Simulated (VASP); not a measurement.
Data:

```
BaTiO3
1.0
    4.00000     0.00000     0.00000
    0.00000     4.00000     0.00000
    0.00000     0.00000     4.00000
Ba Ti O
1 1 3
Direct
  0.99616   0.99601   0.99222
  0.50776   0.50009   0.49959
  0.49807   0.99555   0.49854
  0.99691   0.50994   0.50231
  0.50111   0.49841   0.00734
```

The numbers are results of PBEsol GGA, VASP's PBE PAW potentials (set 64) (plane waves; VASP 6.6.1), not measurements. Settings: 400 eV cut-off, 4×4×4 Γ-centred mesh, Fermi-Dirac smearing of 0.020 eV, potentials Ba_sv Ti_sv O.

At this cut-off the stress carries a Pulay error, which pulls relaxed volumes low. Unless said otherwise, spin-orbit coupling is left out, though it shifts the bands of the heavy elements here.

### Question
What does the run give for the energy per atom (σ→0), pressure, largest force, band gap (on the k-mesh) with the smallest direct gap where there is one?

### Answer

```yaml
band gap (on the k-mesh): 1.70 eV
smallest direct gap (on the k-mesh): 1.87 eV
energy per atom (σ→0): -8.396 eV/atom
pressure: -6.73 GPa
largest_force: 0.345 eV/Å
```

The absolute energy has meaning only against runs of the same code, potentials and settings.

The structure is a typed BaTiO3 crystal. The cell was not relaxed at this level, atoms are displaced from their ideal sites.
